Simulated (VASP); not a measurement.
Level of theory: r2SCAN meta-GGA, VASP's PBE PAW potentials (set 64) (plane waves; VASP).

Input for VASP

### INCAR
```
SYSTEM  =  NiSi2
PREC  =  Accurate; ENCUT  =  480; LREAL  =  .FALSE.
LASPH  =  .TRUE.
EDIFF  =  1E-7; NELM  =  100; ALGO  =  Normal
LMAXMIX  =  4; LMIXTAU  =  .TRUE.
ISMEAR  =  1; SIGMA  =  0.1
METAGGA  =  R2SCAN
ISIF  =  2
LWAVE  =  .FALSE.; LCHARG  =  .FALSE.
```

### KPOINTS
```
Automatic
0
G
 10 10 10
0 0 0
```

POSCAR:
```
NiSi2
1
    0.0000000000     2.7326628665     2.7326628665
    2.7326628665     0.0000000000     2.7326628665
    2.7326628665     2.7326628665     0.0000000000
Si Ni
2 1
Direct
  0.2500000000   0.2500000000   0.2500000000
  0.7500000000   0.7500000000   0.7500000000
  0.0000000000   0.0000000000   0.0000000000
```

POTCAR, in this order: Si Ni (PBE.64 set). Program: vasp_std.

The resulting files:

**OSZICAR**
```
       N       E                     dE             d eps       ncg     rms          rms(c)
DAV:   1     0.542279298144E+02    0.54228E+02   -0.78994E+03  1222   0.137E+03
DAV:   2    -0.304653942863E+02   -0.84693E+02   -0.79745E+02  1302   0.248E+02
DAV:   3    -0.344504813404E+02   -0.39851E+01   -0.38835E+01  1551   0.617E+01
DAV:   4    -0.345239553756E+02   -0.73474E-01   -0.72693E-01  1471   0.781E+00
DAV:   5    -0.345258629794E+02   -0.19076E-02   -0.19072E-02  1599   0.134E+00    0.159E+01
DAV:   6    -0.365570313758E+02   -0.20312E+01   -0.51471E+01  1310   0.181E+02    0.246E+01
DAV:   7    -0.306126493186E+02    0.59444E+01   -0.13622E+01  1467   0.109E+02    0.477E+00
DAV:   8    -0.305222615426E+02    0.90388E-01   -0.22412E+00  1755   0.287E+01    0.334E+00
DAV:   9    -0.304785621708E+02    0.43699E-01   -0.19839E-01  1695   0.894E+00    0.621E-01
DAV:  10    -0.304986360360E+02   -0.20074E-01   -0.34741E-02  1596   0.372E+00    0.461E-01
DAV:  11    -0.304906303843E+02    0.80057E-02   -0.39090E-02  1515   0.502E+00    0.625E-01
DAV:  12    -0.304974506718E+02   -0.68203E-02   -0.22105E-02  1376   0.372E+00    0.675E-02
DAV:  13    -0.304975767775E+02   -0.12611E-03   -0.67584E-04  1407   0.474E-01    0.236E-02
DAV:  14    -0.304975728660E+02    0.39114E-05   -0.13813E-05  1664   0.333E-02    0.211E-02
DAV:  15    -0.304975946041E+02   -0.21738E-04   -0.18294E-05  1534   0.993E-02    0.179E-02
DAV:  16    -0.304975592876E+02    0.35316E-04   -0.14159E-05  1378   0.627E-02    0.439E-03
DAV:  17    -0.304975625727E+02   -0.32851E-05   -0.35743E-07  1522   0.546E-03    0.408E-03
DAV:  18    -0.304975633111E+02   -0.73841E-06   -0.13306E-08   806   0.254E-03    0.420E-03
DAV:  19    -0.304975650818E+02   -0.17707E-05   -0.13743E-07   966   0.635E-03    0.557E-04
DAV:  20    -0.304975636399E+02    0.14419E-05   -0.13000E-08   721   0.209E-03    0.568E-04
DAV:  21    -0.304975646239E+02   -0.98401E-06   -0.36818E-09   716   0.104E-03    0.703E-04
DAV:  22    -0.304975639310E+02    0.69290E-06   -0.32812E-09   681   0.114E-03    0.675E-04
DAV:  23    -0.304975649370E+02   -0.10060E-05   -0.49854E-09   716   0.138E-03    0.369E-04
DAV:  24    -0.304975644086E+02    0.52845E-06   -0.28416E-09   696   0.120E-03    0.844E-05
DAV:  25    -0.304975644851E+02   -0.76559E-07   -0.10574E-09   676   0.349E-04
   1 F= -.30497564E+02 E0= -.30497142E+02  d E =-.126671E-02
```

**OUTCAR**
```
------------------------ aborting loop because EDIFF is reached ----------------------------------------
  FORCE on cell =-STRESS in cart. coord.  units (eV):
  Direction    XX          YY          ZZ          XY          YZ          ZX
  --------------------------------------------------------------------------------------
  Total       -1.6456462     -1.6456462     -1.6456462      0.0000000      0.0000000      0.0000000
  in kB      -64.6039228    -64.6039228    -64.6039228      0.0000000      0.0000000      0.0000000
  external PRESSURE =     -64.6039228 kB  Pullay stress =       0.0000000 kB
  volume of cell :       40.81
      direct lattice vectors                 reciprocal lattice vectors
     0.000000000  2.732662867  2.732662867    -0.182971711  0.182971711  0.182971711
     2.732662867  0.000000000  2.732662867     0.182971711 -0.182971711  0.182971711
     2.732662867  2.732662867  0.000000000     0.182971711  0.182971711 -0.182971711
 POSITION                                       TOTAL-FORCE (eV/Angst)
 -----------------------------------------------------------------------------------
      1.36633      1.36633      1.36633        -0.000000     -0.000000     -0.000000
      4.09899      4.09899      4.09899         0.000000      0.000000      0.000000
      0.00000      0.00000      0.00000        -0.000000      0.000000      0.000000
 -----------------------------------------------------------------------------------
    total drift:                               -0.000000     -0.000000      0.000000
  FREE ENERGIE OF THE ION-ELECTRON SYSTEM (eV)
  ---------------------------------------------------
  free  energy   TOTEN  =       -30.4975644851 eV

  energy  without entropy=      -30.4962977764  energy(sigma->0) =      -30.49714225
```
(Selected blocks of OUTCAR.)

The compound is NiSi2 in the fluorite structure. This cell was strained or had an atom moved on purpose. The run is not spin-polarised, so no magnetic state was tried.
